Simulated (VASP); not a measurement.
## TiMnF3: single point with r2SCAN

The system is TiMnF3.

```
Ti Mn F
1.0
     4.14947    0.00000    0.00000
     0.00000    4.14947    0.00000
     0.00000    0.00000    4.14947
Ti Mn F
1 1 3
Direct
  0.50000 0.50000 0.50000
  0.00000 0.00000 0.00000
  0.50000 0.50000 0.00000
  0.00000 0.50000 0.50000
  0.50000 0.00000 0.50000
```

The cell was built by a generator and needn't be a form met in nature.

```
Program             : VASP 6.6.1
Task                : single point
Functional          : r2SCAN
Potentials or basis : VASP PAW PBE potentials, release 64 (Ti_sv, Mn_pv, F)
Cutoff              : 520 eV
k mesh              : 5 × 5 × 5
Occupations         : gaussian, width 0.01 eV
Spin                : collinear spin, typed start
Starting moments    : [1.0, -4.5, 0.0, 0.0, 0.0] μB
```

- Pressure: 0.4 GPa
- Band gap on the k mesh: none (metal or under the smearing width)
- Net moment: -4.00 μB per cell
- Site moments: Ti +1.46; Mn -4.87; F -0.05 μB
- Valence electrons inside the program's atomic spheres: Ti 10.11; Mn 11.20; F 6.13

Levels at points of the mesh, in eV from the Fermi level:
Spin up:
| k point | band 19 | band 20 | band 21 | band 22 | band 23 | band 24 |
| --- | --- | --- | --- | --- | --- | --- |
| (0.00, 0.00, 0.00) | -7.09 | -1.45 | -0.87 | -0.87 | -0.87 | 0.28 |
Spin down:
| k point | band 22 | band 23 | band 24 | band 25 | band 26 | band 27 | band 28 | band 29 |
| --- | --- | --- | --- | --- | --- | --- | --- | --- |
| (0.00, 0.00, 0.00) | -5.46 | -5.46 | -5.46 | -3.57 | 1.67 | 1.67 | 1.67 | 2.44 |

Run time: 3.7 min on 1 thread of Intel(R) Xeon(R) Platinum 8259CL CPU @ 2.50GHz (Skylake/Cascade Lake), with other jobs on the host, peak memory 0.24 GiB.

Caveat: the PAW data sets were made with another functional, which shifts forces and pressure a little; a cell with one magnetic atom can't hold antiferromagnetic order, which such compounds often take; semilocal functionals often make such compounds metallic where correlation or magnetic order opens a gap, which also shifts bond lengths. With open d or f shells a metallic result of r2SCAN can be an artefact of self-interaction; +U or a hybrid may open a gap.
